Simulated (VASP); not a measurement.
```
NaF
1.0
    0.00000     2.31500     2.31500
    2.31500     0.00000     2.31500
    2.31500     2.31500     0.00000
Na F
1 1
Direct
  0.00000   0.00000   0.00000
  0.50000   0.50000   0.50000
```

Computed with G0W0 on PBE orbitals, VASP's PBE PAW potentials (set 64) (plane waves; VASP). Run with PREC = Normal, 500 eV cut-off, 6×6×6 Γ-centred mesh, Gaussian smearing of 0.010 eV, potentials Na_sv_GW F_GW_new.

The mesh is coarse and the basis finite, so the quasiparticle values are not converged.

NBANDS = 128, ENCUTGW = 180 eV, NOMEGA = 64. The PBE levels (eV) that the step starts from are:

| state | KS energy | filling |
|---|---|---|
| k1 (0.00, 0.00, 0.00), band 5 | -20.72 | 2 |
| k1 (0.00, 0.00, 0.00), band 6 | -1.78 | 2 |
| k1 (0.00, 0.00, 0.00), band 7 | -1.78 | 2 |
| k1 (0.00, 0.00, 0.00), band 8 | -1.78 | 2 |
| k1 (0.00, 0.00, 0.00), band 9 | 4.55 | 0 |
| k1 (0.00, 0.00, 0.00), band 10 | 17.22 | 0 |
| k1 (0.00, 0.00, 0.00), band 11 | 17.22 | 0 |
| k1 (0.00, 0.00, 0.00), band 12 | 17.22 | 0 |
| k7 (0.50, 0.17, 0.00), band 5 | -20.05 | 2 |
| k7 (0.50, 0.17, 0.00), band 6 | -3.17 | 2 |
| k7 (0.50, 0.17, 0.00), band 7 | -2.22 | 2 |
| k7 (0.50, 0.17, 0.00), band 8 | -2.07 | 2 |
| k7 (0.50, 0.17, 0.00), band 9 | 9.35 | 0 |
| k7 (0.50, 0.17, 0.00), band 10 | 11.12 | 0 |
| k7 (0.50, 0.17, 0.00), band 11 | 16.23 | 0 |
| k7 (0.50, 0.17, 0.00), band 12 | 18.17 | 0 |
| k10 (0.33, 0.33, 0.00), band 5 | -20.36 | 2 |
| k10 (0.33, 0.33, 0.00), band 6 | -2.92 | 2 |
| k10 (0.33, 0.33, 0.00), band 7 | -2.09 | 2 |
| k10 (0.33, 0.33, 0.00), band 8 | -2.09 | 2 |
| k10 (0.33, 0.33, 0.00), band 9 | 8.41 | 0 |
| k10 (0.33, 0.33, 0.00), band 10 | 12.31 | 0 |
| k10 (0.33, 0.33, 0.00), band 11 | 15.34 | 0 |
| k10 (0.33, 0.33, 0.00), band 12 | 17.85 | 0 |

**Question.** Give the quasiparticle energies and renormalisation factors Z.

**Answer.** 
```csv
state,QP energy (eV),Z
"k1 (0.00, 0.00, 0.00), band 5",-27.03,0.85
"k1 (0.00, 0.00, 0.00), band 6",-4.60,0.80
"k1 (0.00, 0.00, 0.00), band 7",-4.60,0.80
"k1 (0.00, 0.00, 0.00), band 8",-4.60,0.80
"k1 (0.00, 0.00, 0.00), band 9",6.06,0.89
"k1 (0.00, 0.00, 0.00), band 10",18.77,0.88
"k1 (0.00, 0.00, 0.00), band 11",18.77,0.88
"k1 (0.00, 0.00, 0.00), band 12",18.77,0.88
"k7 (0.50, 0.17, 0.00), band 5",-25.11,0.79
"k7 (0.50, 0.17, 0.00), band 6",-6.26,0.79
"k7 (0.50, 0.17, 0.00), band 7",-5.14,0.79
"k7 (0.50, 0.17, 0.00), band 8",-4.96,0.79
"k7 (0.50, 0.17, 0.00), band 9",11.06,0.88
"k7 (0.50, 0.17, 0.00), band 10",13.02,0.86
"k7 (0.50, 0.17, 0.00), band 11",18.20,0.87
"k7 (0.50, 0.17, 0.00), band 12",20.22,0.87
"k10 (0.33, 0.33, 0.00), band 5",-25.38,0.79
"k10 (0.33, 0.33, 0.00), band 6",-5.97,0.80
"k10 (0.33, 0.33, 0.00), band 7",-4.98,0.79
"k10 (0.33, 0.33, 0.00), band 8",-4.98,0.79
"k10 (0.33, 0.33, 0.00), band 9",10.27,0.87
"k10 (0.33, 0.33, 0.00), band 10",13.55,0.89
"k10 (0.33, 0.33, 0.00), band 11",17.36,0.87
"k10 (0.33, 0.33, 0.00), band 12",19.95,0.86
```
On the mesh the gap opens from 6.33 to 10.65 eV.

The compound is NaF in the rock salt structure. The cell was not relaxed at this level.
